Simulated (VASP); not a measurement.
# MnSbSe2I: magnetic orders, part 2 of 2

Wanted: the lowest of several collinear orders of MnSbSe2I. The start is a cell from a database of measured crystal structures.

VASP 6.6.1, plane waves and PAW; the level of theory is named at each step.

So far. Step 2 (Magnetic order, start order fm, signs ++): The largest moment at the end is 4.30 μB, and the moments of the cell sum to 10.00 μB.

### Step 3. Magnetic order, start order AFM 1, signs +-

This step: PBEsol, spin-polarised, from moments of both signs; plane waves and PAW (I, Sb, Se, Mn_pv) (VASP 6.6.1).

INCAR reads:

```
SYSTEM = MnSbSe2I
PREC = Normal
ENCUT = 350
EDIFF = 1E-06
NELM = 150
ISMEAR = 0
SIGMA = 0.05
LREAL = .FALSE.
ALGO = Normal
GGA = PS
NBANDS = 47
ISPIN = 2
MAGMOM = 0 0 0 0 0 0 0 0 4 -4
LMAXMIX = 4
LORBIT = 11
LWAVE = .FALSE.
LCHARG = .TRUE.
KPAR = 2
AMIX = 0.2
BMIX = 1E-04
AMIX_MAG = 0.8
BMIX_MAG = 1E-04
```

POSCAR reads:

```
MnSbSe2I
1.0
    6.6595000000     -2.0179500000      0.0000000000
    6.6595000000      2.0179500000      0.0000000000
   -0.2239658708      0.0000000000     10.1025177203
I Sb Se Mn
2 2 4 2
Direct
    0.6366400000      0.6366400000      0.9229000000
    0.3633600000      0.3633600000      0.0771000000
    0.7061500000      0.7061500000      0.3152400000
    0.2938500000      0.2938500000      0.6847600000
    0.6389000000      0.6389000000      0.5547700000
    0.3611000000      0.3611000000      0.4452300000
    0.9255800000      0.9255800000      0.7419900000
    0.0744200000      0.0744200000      0.2580100000
    0.0000000000      0.0000000000      0.0000000000
    0.0000000000      0.0000000000      0.5000000000
```

KPOINTS reads:

```
Automatic mesh
0
Gamma
5 5 2
0 0 0
```

PAW data sets: I, Sb, Se and Mn_pv (PBE family, release 64).

Run with:

```bash
$ mpirun -np 2 vasp_std
```

Output:

```text
[banner, memory and clock lines left out]
running    2 mpi-ranks, on    1 nodes
 distrk:  each k-point on    1 cores,    2 groups
 distr:  one band on    1 cores,    1 groups

 POSCAR found type information on POSCAR I SbSeMn
 POSCAR found :  4 types and      10 ions
 [... a notice as in an earlier step ...]

 LDA part: xc-table for (Slater+PW92), standard interpolation
 POSCAR, INCAR and KPOINTS ok, starting setup
 FFT: planning ... GRIDC
 FFT: planning ... GRID_SOFT
 FFT: planning ... GRID
 WAVECAR not read
 entering main loop
       N       E                     dE             d eps       ncg     rms          rms(c)
DAV:   1     0.467322489160E+03    0.46732E+03   -0.27696E+04  3872   0.103E+03
DAV:   2    -0.248266043132E+01   -0.46981E+03   -0.45033E+03  3804   0.271E+02
DAV:   3    -0.512167771884E+02   -0.48734E+02   -0.47793E+02  4331   0.862E+01
DAV:   4    -0.528110836275E+02   -0.15943E+01   -0.15766E+01  4095   0.158E+01
DAV:   5    -0.528447545680E+02   -0.33671E-01   -0.33640E-01  4221   0.266E+00    0.156E+01
DAV:   6    -0.506381067900E+02    0.22066E+01   -0.18118E+01  4713   0.245E+01    0.143E+01
DAV:   7    -0.505577011284E+02    0.80406E-01   -0.18416E+00  4315   0.603E+00    0.102E+01
DAV:   8    -0.504802722362E+02    0.77429E-01   -0.45111E-01  4277   0.298E+00    0.647E+00
DAV:   9    -0.504561417089E+02    0.24131E-01   -0.15803E-01  4037   0.201E+00    0.287E+00
DAV:  10    -0.504530191411E+02    0.31226E-02   -0.59246E-02  3924   0.239E+00    0.734E-01
DAV:  11    -0.504522211100E+02    0.79803E-03   -0.92330E-03  3990   0.509E-01    0.365E-01
DAV:  12    -0.504517528163E+02    0.46829E-03   -0.27153E-03  4210   0.365E-01    0.251E-01
DAV:  13    -0.504516945262E+02    0.58290E-04   -0.95897E-04  4242   0.146E-01    0.121E-01
DAV:  14    -0.504516744815E+02    0.20045E-04   -0.14496E-04  4207   0.803E-02    0.746E-02
DAV:  15    -0.504516540261E+02    0.20455E-04   -0.87575E-05  4360   0.469E-02    0.452E-02
DAV:  16    -0.504516545599E+02   -0.53377E-06   -0.29488E-05  4217   0.271E-02    0.148E-02
DAV:  17    -0.504516540452E+02    0.51473E-06   -0.40165E-06  3926   0.105E-02
   1 F= -.50451654E+02 E0= -.50451654E+02  d E =-.113284E-14  mag=    -0.0000
```

Elapsed: 2.6 min, on 2 MPI ranks of AMD EPYC 7R43, shared host; peak memory 0.71 GiB; 5.2 min of CPU time.

Parts of OUTCAR (step 3):

```text
The static configuration has the point symmetry C_2h.

 Found     18 irreducible k-points:

   NELECT =      74.0000    total number of electrons

 E-fermi :   5.0242

 spin component 1
 k-point     1 :       0.0000    0.0000    0.0000
  band No.  band energies     occupation
    ...
     33       3.3505      1.00000
     34       3.6514      1.00000
     35       3.8063      1.00000
     36       4.1228      1.00000
     37       4.4035      1.00000
     38       5.6536      0.00000
     39       5.7296      0.00000
     40       5.9061      0.00000
     41       5.9680      0.00000
     42       6.1552      0.00000
    ...

 k-point     2 :       0.2000    0.0000   -0.0000
  band No.  band energies     occupation
    ...
     33       3.3441      1.00000
     34       3.6424      1.00000
     35       3.7691      1.00000
     36       4.0701      1.00000
     37       4.4208      1.00000
     38       5.9859      0.00000
     39       6.0729      0.00000
     40       6.1324      0.00000
     41       6.3073      0.00000
     42       6.5117      0.00000
    ...

 k-point     3 :       0.4000    0.0000    0.0000
  band No.  band energies     occupation
    ...
     33       2.9423      1.00000
     34       3.0063      1.00000
     35       3.3523      1.00000
     36       3.8216      1.00000
     37       4.3100      1.00000
     38       5.7990      0.00000
     39       6.0715      0.00000
     40       6.2326      0.00000
     41       6.3826      0.00000
     42       6.6189      0.00000
    ...

 k-point     4 :       0.2000    0.2000   -0.0000
  band No.  band energies     occupation
    ...
     33       3.3274      1.00000
     34       3.6489      1.00000
     35       3.7598      1.00000
     36       4.2250      1.00000
     37       4.5437      1.00000
     38       5.4713      0.00000
     39       5.7717      0.00000
     40       5.9430      0.00000
     41       6.0745      0.00000
     42       6.2839      0.00000
    ...

  Total       -2.7279464     -2.9060992     -2.6439563      0.0000000      0.0000000     -0.3254314
  in kB      -16.0966230    -17.1478381    -15.6010277      0.0000000      0.0000000     -1.9202527
  external PRESSURE =     -16.2818296 kB  Pullay stress =       0.0000000 kB

 POSITION                                       TOTAL-FORCE (eV/Angst)
 -----------------------------------------------------------------------------------
      8.27271      0.00000      9.32361        -0.255172      0.000000      0.091367
      4.82232      0.00000      0.77890         0.255172      0.000000     -0.091367
      9.33461      0.00000      3.18472         0.356794      0.000000     -0.088679
      3.76043      0.00000      6.91780        -0.356794      0.000000      0.088679
      8.38526      0.00000      5.60457        -0.314310      0.000000      0.185068
      4.70977      0.00000      4.49794         0.314310      0.000000     -0.185068
     12.16162      0.00000      7.49597         0.349028      0.000000      0.036258
      0.93341      0.00000      2.60655        -0.349028      0.000000     -0.036258
      0.00000      0.00000      0.00000         0.000000     -0.000000      0.000000
     -0.11198      0.00000      5.05126         0.000000     -0.000000      0.000000
 -----------------------------------------------------------------------------------
    total drift:                               -0.000000     -0.000000      0.000000

  FREE ENERGIE OF THE ION-ELECTRON SYSTEM (eV)
  ---------------------------------------------------
  free  energy   TOTEN  =       -50.4516540452 eV

  energy  without entropy=      -50.4516540452  energy(sigma->0) =      -50.45165405

 total charge
# of ion       s       p       d       tot
------------------------------------------
    1        1.510   2.762   0.019   4.292
    2        1.510   2.762   0.019   4.292
    3        1.288   0.951   0.057   2.295
    4        1.288   0.951   0.057   2.295
    5        1.475   2.303   0.030   3.809
    6        1.475   2.303   0.030   3.809
    7        1.474   2.309   0.030   3.814
    8        1.474   2.309   0.030   3.814
    9        0.219   6.156   4.927  11.301
   10        0.225   6.157   4.915  11.297
--------------------------------------------------
tot         11.938  28.963  10.115  51.017

 magnetization (x)
# of ion       s       p       d       tot
------------------------------------------
    1        0.006   0.052   0.004   0.062
    2        0.006   0.052   0.004   0.062
    3        0.001  -0.021  -0.001  -0.022
    4        0.001  -0.021  -0.001  -0.022
    5       -0.008  -0.012  -0.004  -0.023
    6       -0.008  -0.012  -0.004  -0.023
    7        0.002  -0.009  -0.001  -0.008
    8        0.002  -0.009  -0.001  -0.008
    9        0.033   0.025   4.199   4.257
   10       -0.035  -0.027  -4.180  -4.242
--------------------------------------------------
tot         -0.001   0.017   0.017   0.032

[... 8 parts as in an earlier step ...]

[... 9 further parts left out ...]
```

Numbers from this step:

```yaml
electronic_cycles: 17
free_energy_toten: -50.4517 eV
fermi_energy: 5.024 eV
gap_on_the_k_mesh: 0.5864 eV
least_direct_gap_on_the_k_mesh: 0.5875 eV
```

Spin moment in the PAW sphere by atom:

| atom | spin moment in the PAW sphere (μB) |
| --- | --- |
| I1 | 0.06 |
| I2 | 0.06 |
| Sb3 | -0.02 |
| Sb4 | -0.02 |
| Se5 | -0.02 |
| Se6 | -0.02 |
| Se7 | -0.01 |
| Se8 | -0.01 |
| Mn9 | 4.26 |
| Mn10 | -4.24 |

Force by atom:

```
atom  x (eV/Å)  y (eV/Å)  z (eV/Å)   size
  I1    -0.255     0.000     0.091  0.271
  I2     0.255     0.000    -0.091  0.271
 Sb3     0.357     0.000    -0.089  0.368
 Sb4    -0.357     0.000     0.089  0.368
 Se5    -0.314     0.000     0.185  0.365
 Se6     0.314     0.000    -0.185  0.365
 Se7     0.349     0.000     0.036  0.351
 Se8    -0.349     0.000    -0.036  0.351
 Mn9     0.000     0.000     0.000  0.000
Mn10     0.000     0.000     0.000  0.000
```

Spin density in the ac plane of the conventional cell at fractional y = 0.000, with atoms of I and Sb and Se and Mn within 0.2 Å of it.

Values in e/Å³, 13 rows by 16 columns, each cell a mean:
```
 1.7  0.1  0.0  0.0  0.0  0.0  0.0  0.0  0.0  0.0  0.0  0.0  0.0  0.0  0.0  1.2
 0.1  0.0  0.0  0.0  0.0  0.0  0.0  0.0  0.0  0.0  0.0  0.0  0.0  0.0  0.0  0.0
 0.0  0.0  0.0  0.0  0.0  0.0  0.0  0.0  0.0  0.0  0.0  0.0  0.0  0.0  0.0  0.0
 0.0  0.0  0.0  0.0  0.0  0.0  0.0  0.0  0.0  0.0  0.0  0.0  0.0  0.0  0.0  0.0
 0.0  0.0  0.0  0.0  0.0  0.0  0.0  0.0  0.0  0.0  0.0  0.0  0.0  0.0  0.0  0.0
-0.8 -0.1  0.0  0.0  0.0  0.0  0.0  0.0  0.0  0.0  0.0  0.0  0.0  0.0  0.0 -0.5
-3.2 -0.1  0.0  0.0  0.0  0.0  0.0  0.0  0.0  0.0  0.0  0.0  0.0  0.0 -0.1 -2.2
-0.3  0.0  0.0  0.0  0.0  0.0  0.0  0.0  0.0  0.0  0.0  0.0  0.0  0.0  0.0 -0.3
 0.0  0.0  0.0  0.0  0.0  0.0  0.0  0.0  0.0  0.0  0.0  0.0  0.0  0.0  0.0  0.0
 0.0  0.0  0.0  0.0  0.0  0.0  0.0  0.0  0.0  0.0  0.0  0.0  0.0  0.0  0.0  0.0
 0.0  0.0  0.0  0.0  0.0  0.0  0.0  0.0  0.0  0.0  0.0  0.0  0.0  0.0  0.0  0.0
 0.1  0.0  0.0  0.0  0.0  0.0  0.0  0.0  0.0  0.0  0.0  0.0  0.0  0.0  0.0  0.1
 2.6  0.1  0.0  0.0  0.0  0.0  0.0  0.0  0.0  0.0  0.0  0.0  0.0  0.0  0.0  1.7
```
Columns run along a (13.3 Å), rows up along c (10.1 Å), edges of the conventional cell, whose origin can differ from the input's. Atoms in or near the plane, at fractional coordinates: I at (0.64, 0.92), I at (0.36, 0.08), Sb at (0.71, 0.32), Sb at (0.29, 0.68), Se at (0.64, 0.55), Se at (0.36, 0.45), Se at (0.93, 0.74), Se at (0.07, 0.26), Mn at (0.00, 0.00), Mn at (0.00, 0.50).

Valence density in the ac plane of the conventional cell at fractional y = 0.000, with atoms of I and Sb and Se and Mn within 0.2 Å of it. It is the smooth field of the valence electrons, not physical close to the nuclei.

Values in units of 1e0 e/Å³, 13 rows by 16 columns, each cell a mean:
```
4.6 0.2 0.1 0.0 0.1 0.3 0.3 0.1 0.2 0.5 0.2 0.5 0.1 0.0 0.1 3.3
0.2 0.1 0.0 0.0 0.0 0.1 0.0 0.0 0.2 0.5 0.4 0.4 0.1 0.1 0.2 0.3
0.2 0.0 0.0 0.1 0.2 0.2 0.1 0.0 0.1 0.2 0.3 0.1 0.0 0.2 0.7 0.7
0.2 0.0 0.0 0.3 0.2 0.2 0.1 0.0 0.0 0.1 0.1 0.1 0.1 0.3 0.5 0.6
0.2 0.0 0.1 0.2 0.1 0.2 0.1 0.0 0.1 0.3 0.5 0.2 0.1 0.2 0.5 0.5
2.2 0.1 0.1 0.1 0.3 0.5 0.3 0.1 0.1 0.7 0.4 0.5 0.1 0.0 0.1 1.5
8.6 0.2 0.1 0.1 0.3 0.6 0.6 0.2 0.1 0.5 0.7 0.4 0.1 0.0 0.1 5.9
1.1 0.2 0.1 0.1 0.4 0.6 0.6 0.2 0.1 0.2 0.4 0.3 0.2 0.1 0.1 0.7
0.5 0.6 0.3 0.1 0.1 0.4 0.3 0.1 0.0 0.1 0.3 0.0 0.3 0.1 0.0 0.1
0.7 0.3 0.5 0.1 0.1 0.1 0.1 0.0 0.0 0.1 0.3 0.2 0.3 0.1 0.0 0.1
0.5 0.7 0.3 0.0 0.1 0.4 0.4 0.1 0.0 0.0 0.1 0.2 0.1 0.0 0.0 0.1
0.4 0.2 0.1 0.0 0.4 0.3 0.4 0.3 0.0 0.1 0.1 0.0 0.0 0.0 0.1 0.2
6.9 0.2 0.0 0.0 0.3 0.5 0.5 0.3 0.1 0.3 0.5 0.2 0.0 0.0 0.1 4.6
```
Columns run along a (13.3 Å), rows up along c (10.1 Å), edges of the conventional cell, whose origin can differ from the input's. Atoms in or near the plane, at fractional coordinates: I at (0.64, 0.92), I at (0.36, 0.08), Sb at (0.71, 0.32), Sb at (0.29, 0.68), Se at (0.64, 0.55), Se at (0.36, 0.45), Se at (0.93, 0.74), Se at (0.07, 0.26), Mn at (0.00, 0.00), Mn at (0.00, 0.50).

The largest moment at the end is 4.26 μB, and the moments of the cell sum to 0.00 μB.

### Step 4. No spin polarisation

This step: PBEsol, no spin polarisation; plane waves and PAW (I, Sb, Se, Mn_pv) (VASP 6.6.1).

A run without spin shows what magnetism as such gains.

Edit INCAR of step 3 so:

```diff
@@ -11,8 +11,5 @@
 NBANDS = 47
-ISPIN = 2
-MAGMOM = 0 0 0 0 0 0 0 0 4 -4
-LMAXMIX = 4
 LORBIT = 11
 LWAVE = .FALSE.
-LCHARG = .TRUE.
+LCHARG = .FALSE.
 KPAR = 2
```

POSCAR is that of step 3.

KPOINTS is that of step 3.

Run with:

```bash
$ mpirun -np 2 vasp_std
```

Output:

```text
[... set-up lines as in an earlier step ...]
 entering main loop
       N       E                     dE             d eps       ncg     rms          rms(c)
DAV:   1     0.464967639732E+03    0.46497E+03   -0.27714E+04  1956   0.103E+03
DAV:   2     0.131372519259E+01   -0.46365E+03   -0.44451E+03  1873   0.271E+02
DAV:   3    -0.474647296592E+02   -0.48778E+02   -0.47264E+02  2097   0.850E+01
DAV:   4    -0.492662427508E+02   -0.18015E+01   -0.17579E+01  2170   0.158E+01
DAV:   5    -0.493082140496E+02   -0.41971E-01   -0.41878E-01  2148   0.269E+00    0.204E+01
DAV:   6    -0.579191549081E+02   -0.86109E+01   -0.10548E+02  2122   0.406E+01    0.382E+01
DAV:   7    -0.507146902532E+02    0.72045E+01   -0.38857E+01  2148   0.566E+01    0.419E+01
DAV:   8    -0.471855915575E+02    0.35291E+01   -0.64709E+01  2158   0.176E+01    0.218E+01
DAV:   9    -0.460917863442E+02    0.10938E+01   -0.14984E+01  2031   0.743E+00    0.126E+01
DAV:  10    -0.457978793547E+02    0.29391E+00   -0.50015E-01  2146   0.260E+00    0.841E+00
DAV:  11    -0.458459116402E+02   -0.48032E-01   -0.22624E+00  2096   0.245E+00    0.817E+00
DAV:  12    -0.457816523268E+02    0.64259E-01   -0.10166E+00  1973   0.147E+00    0.421E+00
DAV:  13    -0.458121373137E+02   -0.30485E-01   -0.67501E-01  2003   0.102E+00    0.502E+00
DAV:  14    -0.457955514078E+02    0.16586E-01   -0.20206E-01  2126   0.730E-01    0.133E+00
DAV:  15    -0.457957532540E+02   -0.20185E-03   -0.67892E-02  1933   0.499E-01    0.146E+00
DAV:  16    -0.457973616151E+02   -0.16084E-02   -0.26185E-02  2052   0.337E-01    0.189E+00
DAV:  17    -0.457968259147E+02    0.53570E-03   -0.13039E-02  1972   0.229E-01    0.127E+00
DAV:  18    -0.457959480841E+02    0.87783E-03   -0.20034E-02  2182   0.179E-01    0.568E-01
DAV:  19    -0.457960397858E+02   -0.91702E-04   -0.74975E-03  2049   0.136E-01    0.383E-01
DAV:  20    -0.457960186910E+02    0.21095E-04   -0.25020E-03  1911   0.101E-01    0.291E-01
DAV:  21    -0.457959303389E+02    0.88352E-04   -0.10449E-03  1953   0.611E-02    0.290E-01
DAV:  22    -0.457959153824E+02    0.14956E-04   -0.14041E-03  1927   0.460E-02    0.194E-01
DAV:  23    -0.457958661303E+02    0.49252E-04   -0.69590E-04  1973   0.397E-02    0.826E-02
DAV:  24    -0.457958907457E+02   -0.24615E-04   -0.45849E-04  1920   0.290E-02    0.157E-01
DAV:  25    -0.457958558443E+02    0.34901E-04   -0.29996E-04  1591   0.223E-02    0.389E-02
DAV:  26    -0.457958716804E+02   -0.15836E-04   -0.15504E-04  1429   0.184E-02    0.948E-02
DAV:  27    -0.457958575300E+02    0.14150E-04   -0.97012E-05  1205   0.128E-02    0.175E-02
DAV:  28    -0.457958643347E+02   -0.68047E-05   -0.46230E-05  1172   0.106E-02    0.574E-02
DAV:  29    -0.457958591935E+02    0.51412E-05   -0.27556E-05  1011   0.733E-03    0.885E-03
DAV:  30    -0.457958618836E+02   -0.26901E-05   -0.13220E-05   947   0.588E-03    0.368E-02
DAV:  31    -0.457958598687E+02    0.20149E-05   -0.76867E-06   867   0.405E-03    0.802E-03
DAV:  32    -0.457958610433E+02   -0.11746E-05   -0.36298E-06   867   0.324E-03    0.250E-02
DAV:  33    -0.457958602338E+02    0.80943E-06   -0.22567E-06   867   0.222E-03
   1 F= -.45795860E+02 E0= -.45774046E+02  d E =-.436290E-01
```

The job ended after 2.2 min (2 MPI ranks; peak memory 0.53 GiB).

From OUTCAR (step 4):

```text
The static configuration has the point symmetry C_2h.

 Found     18 irreducible k-points:

   NELECT =      74.0000    total number of electrons

 E-fermi :   4.9253

 k-point     1 :       0.0000    0.0000    0.0000
  band No.  band energies     occupation
    ...
     34       4.5807      2.00000
     35       4.6990      2.00000
     36       4.8171      1.99779
     37       4.8233      1.99610
     38       4.9229      1.05400
     39       5.0940      0.00000
     40       5.2534      0.00000
     41       5.5741      0.00000
     42       5.6169      0.00000
     43       5.6747      0.00000
    ...

 k-point     2 :       0.2000    0.0000   -0.0000
  band No.  band energies     occupation
    ...
     33       4.7116      2.00000
     34       4.7545      2.00000
     35       4.7811      1.99995
     36       4.8626      1.92406
     37       4.8706      1.87865
     38       4.9621      0.29834
     39       5.2770      0.00000
     40       5.4620      0.00000
     41       5.6055      0.00000
     42       5.9771      0.00000
    ...

  Total      -11.8223542    -13.2270659    -13.6042576      0.0000000      0.0000000     -0.0970166
  in kB      -69.7594276    -78.0481219    -80.2737938      0.0000000      0.0000000     -0.5724596
  external PRESSURE =     -76.0271144 kB  Pullay stress =       0.0000000 kB

 POSITION                                       TOTAL-FORCE (eV/Angst)
 -----------------------------------------------------------------------------------
      8.27271      0.00000      9.32361        -1.275027      0.000000      0.686347
      4.82232      0.00000      0.77890         1.275027      0.000000     -0.686347
      9.33461      0.00000      3.18472         0.362233      0.000000     -0.351782
      3.76043      0.00000      6.91780        -0.362233      0.000000      0.351782
      8.38526      0.00000      5.60457        -1.384280      0.000000     -0.229200
      4.70977      0.00000      4.49794         1.384280      0.000000      0.229200
     12.16162      0.00000      7.49597         0.921366      0.000000     -0.067049
      0.93341      0.00000      2.60655        -0.921366      0.000000      0.067049
      0.00000      0.00000      0.00000         0.000000      0.000000      0.000000
     -0.11198      0.00000      5.05126         0.000000      0.000000      0.000000
 -----------------------------------------------------------------------------------
    total drift:                               -0.000000     -0.000000      0.000000

  FREE ENERGIE OF THE ION-ELECTRON SYSTEM (eV)
  ---------------------------------------------------
  free  energy   TOTEN  =       -45.7958602338 eV

  energy  without entropy=      -45.7522311901  energy(sigma->0) =      -45.77404571

 total charge
# of ion       s       p       d       tot
------------------------------------------
    1        1.511   2.700   0.024   4.235
    2        1.511   2.700   0.024   4.235
    3        1.274   0.979   0.054   2.307
    4        1.274   0.979   0.054   2.307
    5        1.477   2.251   0.034   3.762
    6        1.477   2.251   0.034   3.762
    7        1.472   2.250   0.037   3.759
    8        1.472   2.250   0.037   3.759
    9        0.196   6.130   5.093  11.419
   10        0.202   6.128   5.090  11.420
--------------------------------------------------
tot         11.866  28.617  10.481  50.964

[... 8 parts as in an earlier step ...]

[... 5 further parts left out ...]
```

This run has no spin polarisation, so a moment on Mn, if there is one, isn't seen. The k-mesh is coarse for a metal.

Numbers from this step:

```
electronic cycles                               : 33
free energy (TOTEN)                             : -45.80 eV
energy at zero smearing                         : -45.77 eV
Fermi energy                                    : 4.925 eV
labelled metallic, from the levels on this mesh : yes
```

Force by atom:

```
atom  x (eV/Å)  y (eV/Å)  z (eV/Å)  size
  I1     -1.28      0.00      0.69  1.45
  I2      1.28      0.00     -0.69  1.45
 Sb3      0.36      0.00     -0.35  0.50
 Sb4     -0.36      0.00      0.35  0.50
 Se5     -1.38      0.00     -0.23  1.40
 Se6      1.38      0.00      0.23  1.40
 Se7      0.92      0.00     -0.07  0.92
 Se8     -0.92      0.00      0.07  0.92
 Mn9      0.00      0.00      0.00  0.00
Mn10      0.00      0.00      0.00  0.00
```

Energy at zero smearing: -45.77405 eV.

### Step 5. Summary

This step: collinear magnetic orders, PBEsol; plane waves and PAW (VASP 6.6.1).

This step runs nothing: it gathers the runs above.

Numbers from this step:

```yaml
mean_moment_in_the_lowest_run: 4.249 μB
```

Orders, by row:

```csv
order,signs,energy above the lowest (meV/magnetic atom),total moment (μB),mean moment on carriers (μB),gap on the mesh (eV),"signs at the end, of the atoms given a moment"
fm,++,40.13,10,4.293,0.4795,++
afm 1,+-,0,-5.00e-6,4.25,0.5864,+-
nm,,2339,0,0,0,-
```

### Step 6. Summary of results

| Item | Value |
| --- | --- |
| mean moment in the lowest run | 4.25 μB |

**Reading.** The lowest run started as afm 1 and holds 4.25 μB on average over the atoms that were given a moment; the next state, from fm, lies 40.1 meV a magnetic atom higher. It ends with the signs +- and a net moment of 0.00 μB a cell: opposed moments that cancel. No other collinear orders were tried, and their comparison leaves spin-orbit coupling out.

[Lines on the potential files, build, host, timing and source positions are cut from VASP's logs without a mark.]

[Logs are printed without paths, hosts, clocks, repeated set-up lines and the standing remarks that a program may print on its own settings, such as how far it seeks lower states.]

[Hosts, paths, dates, database ids (printed as entryN), source tags and the programs' standing remarks are cut or masked in the printed files.]

[In band tables of VASP the shares of atoms and orbitals are scaled to a sum of 1 inside the atoms' spheres.]

[Runs that stopped without an error message from VASP are left out.]
